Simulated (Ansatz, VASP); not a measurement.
# One calculation of CaZr3N2, two programs

```
Ca Zr N
1.0
     7.08071    0.00000    0.00000
    -3.54036    6.13208    0.00000
     0.00000    0.00000    3.31781
Ca Zr N
1 3 2
Direct
  0.00000 0.00000 0.00000
  0.50000 0.00000 0.00000
  0.00000 0.50000 0.00000
  0.50000 0.50000 0.00000
  0.33333 0.66667 0.00000
  0.66667 0.33333 0.00000
```

Alike in both runs: functional PBE; k mesh 6 × 6 × 6; occupations gaussian, width 0.1 eV; no spin polarisation.

Ansatz relaxed the structure, and its values are those at the end. VASP's run is a single point on that final structure, the one shown.

|  | VASP | Ansatz |
| --- | --- | --- |
| version | VASP 6.6.1 | Ansatz 0.2.0 |
| potentials or method | VASP PAW PBE potentials, release 64 (Ca_sv, Zr_sv, N) | scalar-relativistic, plane waves, PAW |
| plane-wave cutoff (eV) | 520 | 420 |
| valence electrons in the cell | 56 | 56 |

```csv
,VASP,Ansatz,Ansatz less VASP
gap on the k mesh at the Fermi level (eV),none,none,-
pressure (GPa),0.1,0.0,-0.10
```

A gap of «none» marks a metal or a gap that the smearing closes.
